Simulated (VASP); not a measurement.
A convergence study with VASP on Ge (diamond): one setting is varied, all else stays as given below, so the limit is that of these other settings.

```yaml
crystal:
  lattice:
    - [0.00000, 2.82900, 2.82900]
    - [2.82900, 0.00000, 2.82900]
    - [2.82900, 2.82900, 0.00000]
  atoms:
    - { symbol: Ge, position: [0.00000, 0.00000, 0.00000] }
    - { symbol: Ge, position: [0.25000, 0.25000, 0.25000] }
```

Method: LDA (Ceperley-Alder, Perdew-Zunger), VASP's LDA PAW potentials (set 64) (plane waves; VASP). The tightest run used: 550 eV cut-off, 13×13×13 Monkhorst-Pack mesh, Gaussian smearing of 0.050 eV, potentials Ge_d.

Q: The settings run are 1×1×1 mesh; 2×2×2 mesh; 3×3×3 mesh; 4×4×4 mesh; 5×5×5 mesh; 6×6×6 mesh; 7×7×7 mesh; 8×8×8 mesh; 9×9×9 mesh; 10×10×10 mesh; 11×11×11 mesh; 12×12×12 mesh; 13×13×13 mesh. From which on does the stress (every component) stay within 0.5 GPa of the tightest run?

A: From 4×4×4 mesh on: it is off by 0.09 there and by no more than 0.5 in any finer run, while 3×3×3 mesh is off by 3.01.
```json
[
 {"setting": "1×1×1 mesh", "E (eV/atom)": "4.8108", "pressure (GPa)": "84.19", "irreducible k-points": "1", "difference judged (GPa)": "85.36"},
 {"setting": "2×2×2 mesh", "E (eV/atom)": "-5.0725", "pressure (GPa)": "-1.21", "irreducible k-points": "2", "difference judged (GPa)": "0.04"},
 {"setting": "3×3×3 mesh", "E (eV/atom)": "-4.7972", "pressure (GPa)": "1.84", "irreducible k-points": "4", "difference judged (GPa)": "3.01"},
 {"setting": "4×4×4 mesh", "E (eV/atom)": "-5.1900", "pressure (GPa)": "-1.27", "irreducible k-points": "10", "difference judged (GPa)": "0.09"},
 {"setting": "5×5×5 mesh", "E (eV/atom)": "-5.1409", "pressure (GPa)": "-0.89", "irreducible k-points": "10", "difference judged (GPa)": "0.28"},
 {"setting": "6×6×6 mesh", "E (eV/atom)": "-5.1943", "pressure (GPa)": "-1.20", "irreducible k-points": "28", "difference judged (GPa)": "0.02"},
 {"setting": "7×7×7 mesh", "E (eV/atom)": "-5.1832", "pressure (GPa)": "-1.15", "irreducible k-points": "20", "difference judged (GPa)": "0.02"},
 {"setting": "8×8×8 mesh", "E (eV/atom)": "-5.1948", "pressure (GPa)": "-1.18", "irreducible k-points": "60", "difference judged (GPa)": "0.01"},
 {"setting": "9×9×9 mesh", "E (eV/atom)": "-5.1915", "pressure (GPa)": "-1.18", "irreducible k-points": "35", "difference judged (GPa)": "0.00"},
 {"setting": "10×10×10 mesh", "E (eV/atom)": "-5.1949", "pressure (GPa)": "-1.18", "irreducible k-points": "110", "difference judged (GPa)": "0.00"},
 {"setting": "11×11×11 mesh", "E (eV/atom)": "-5.1937", "pressure (GPa)": "-1.17", "irreducible k-points": "56", "difference judged (GPa)": "0.00"},
 {"setting": "12×12×12 mesh", "E (eV/atom)": "-5.1949", "pressure (GPa)": "-1.18", "irreducible k-points": "182", "difference judged (GPa)": "0.00"},
 {"setting": "13×13×13 mesh", "E (eV/atom)": "-5.1945", "pressure (GPa)": "-1.17", "irreducible k-points": "84", "difference judged (GPa)": "0.00"}
]
```

Left out are rungs that failed or repeat a setting and relaxations that didn't move; long series are thinned to 24 rows.

The compound is Ge in the diamond structure. The cell was not relaxed at this level.
